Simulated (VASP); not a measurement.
Output of a VASP run:

OSZICAR:
```
       N       E                     dE             d eps       ncg     rms          rms(c)
DAV:   1     0.141246644259E+04    0.14125E+04   -0.48513E+04  2668   0.167E+03
DAV:   2     0.132950944348E+03   -0.12795E+04   -0.12268E+04  2800   0.537E+02
DAV:   3    -0.954926332119E+02   -0.22844E+03   -0.21826E+03  3108   0.223E+02
DAV:   4    -0.109631667654E+03   -0.14139E+02   -0.14075E+02  2888   0.608E+01
DAV:   5    -0.110305015236E+03   -0.67335E+00   -0.67235E+00  3800   0.131E+01    0.711E+01
DAV:   6    -0.964111408287E+02    0.13894E+02   -0.23837E+02  3890   0.104E+02    0.416E+01
DAV:   7    -0.895760835421E+02    0.68351E+01   -0.16451E+02  3406   0.101E+02    0.318E+01
DAV:   8    -0.877544315376E+02    0.18217E+01   -0.26394E+01  3404   0.220E+01    0.201E+01
DAV:   9    -0.847528159736E+02    0.30016E+01   -0.81944E+00  3598   0.179E+01    0.350E+00
DAV:  10    -0.847819097682E+02   -0.29094E-01   -0.90918E-01  3492   0.487E+00    0.285E+00
DAV:  11    -0.848443480031E+02   -0.62438E-01   -0.42247E-01  3146   0.553E+00    0.383E+00
DAV:  12    -0.847702227639E+02    0.74125E-01   -0.18264E-01  2988   0.385E+00    0.265E-01
DAV:  13    -0.847705775825E+02   -0.35482E-03   -0.10652E-02  3602   0.583E-01    0.191E-01
DAV:  14    -0.847708304747E+02   -0.25289E-03   -0.88904E-04  3250   0.201E-01    0.149E-01
DAV:  15    -0.847707457570E+02    0.84718E-04   -0.55689E-04  2978   0.223E-01    0.508E-02
DAV:  16    -0.847707375949E+02    0.81621E-05   -0.66317E-05  2852   0.511E-02    0.141E-02
DAV:  17    -0.847707347164E+02    0.28785E-05   -0.10218E-05  3018   0.270E-02    0.100E-02
DAV:  18    -0.847707343312E+02    0.38517E-06   -0.21351E-06  2124   0.935E-03
   1 F= -.84770734E+02 E0= -.84770734E+02  d E =-.589196E-12
```

OUTCAR:
```
------------------------ aborting loop because EDIFF is reached ----------------------------------------
  FORCE on cell =-STRESS in cart. coord.  units (eV):
  Direction    XX          YY          ZZ          XY          YZ          ZX
  --------------------------------------------------------------------------------------
  Total        5.6729454      5.6729454      5.4099850      0.0000005     -0.0000000      0.0000000
  in kB       60.8963614     60.8963614     58.0736070      0.0000052     -0.0000000      0.0000000
  external PRESSURE =      59.9554432 kB  Pullay stress =       0.0000000 kB
  volume of cell :      149.25
      direct lattice vectors                 reciprocal lattice vectors
    -2.545176000  2.545176000  5.760129000     0.000000000  0.196450069  0.086803612
     2.545176000 -2.545176000  5.760129000     0.196450069  0.000000000  0.086803612
     2.545176000  2.545176000 -5.760129000     0.196450069  0.196450069  0.000000000
 POSITION                                       TOTAL-FORCE (eV/Angst)
 -----------------------------------------------------------------------------------
      0.00000      0.00000      5.76013         0.000000      0.000000      0.000000
      2.54518     -0.00000      2.88006         0.000000      0.000000      0.000000
      0.00000      0.00000      0.00000         0.000000      0.000000      0.000000
     -0.00000      2.54518      2.88006         0.000000      0.000000      0.000000
      3.26307      1.27249     -0.91160         0.121464     -0.217794     -0.226020
      3.81787      0.71789      1.96847         0.217794      0.121464     -0.226020
     -0.71789      1.27269      4.84853        -0.121464      0.217794     -0.226020
      1.27249     -0.71789      1.96847        -0.217794     -0.121464     -0.226020
      1.82728      1.27269      3.79166        -0.121464      0.217794      0.226020
      1.27249      1.82728      0.91160        -0.217794     -0.121464      0.226020
      3.26307     -1.27269      3.79166         0.121464     -0.217794      0.226020
      1.27269      0.71789      6.67173         0.217794      0.121464      0.226020
 -----------------------------------------------------------------------------------
    total drift:                                0.000000     -0.000000      0.000000
  FREE ENERGIE OF THE ION-ELECTRON SYSTEM (eV)
  ---------------------------------------------------
  free  energy   TOTEN  =       -84.7707343312 eV

  energy  without entropy=      -84.7707343312  energy(sigma->0) =      -84.77073433
```
(Selected blocks of OUTCAR.)

File POSCAR:
```
VBiO4
1
   -2.5451760000     2.5451760000     5.7601290000
    2.5451760000    -2.5451760000     5.7601290000
    2.5451760000     2.5451760000    -5.7601290000
V Bi O
2 2 8
Direct
  0.5000000000   0.5000000000   0.0000000000
  0.2500000000   0.7500000000   0.5000000000
  0.0000000000   0.0000000000   0.0000000000
  0.7500000000   0.2500000000   0.5000000000
  0.1708500000   0.5619000000   0.8910100000
  0.3119000000   0.9208900000   0.8910500000
  0.6708900000   0.2798400000   0.1089900000
  0.0298400000   0.4208500000   0.1089500000
  0.5791500000   0.6881000000   0.6089900000
  0.4381000000   0.3291100000   0.6089500000
  0.0791100000   0.9701600000   0.3910100000
  0.7201600000   0.8291500000   0.3910500000
```

Task: Write an INCAR and KPOINTS that could have produced this output.

Result: This is not unique; one that fits is the input of the run itself, revPBE GGA, plane waves, VASP's PBE PAW potentials (set 64).

KPOINTS:
```
Regular mesh
0
gamma
  5 5 5
```

**INCAR**
```
! general
SYSTEM  = VBiO4
PREC    = Accurate
ENCUT   = 400
LREAL   = .False.   ! projection in real space or not
LASPH   = .True.   ! aspherical one-centre terms

! electronic loop
EDIFF   = 1E-6   ! SCF stop (eV)
NELM    = 100   ! most electronic steps
ALGO    = Normal   ! blocked Davidson
LMAXMIX = 4

! smearing
ISMEAR  = -1
SIGMA   = 0.02

! functional
GGA     = RE   ! revPBE

! ions
ISIF    = 2

! output
LWAVE   = .False.
LCHARG  = .False.
```

POTCAR, in this order: V_sv Bi_d O (PBE.64 set). Program: vasp_std.

At this cut-off the stress carries a Pulay error, which pulls relaxed volumes low.

The structure comes from a computed database's VBiO4 entry; how it stands against other phases isn't given here. The cell was not relaxed at this level. The run is not spin-polarised, so no magnetic state was tried.
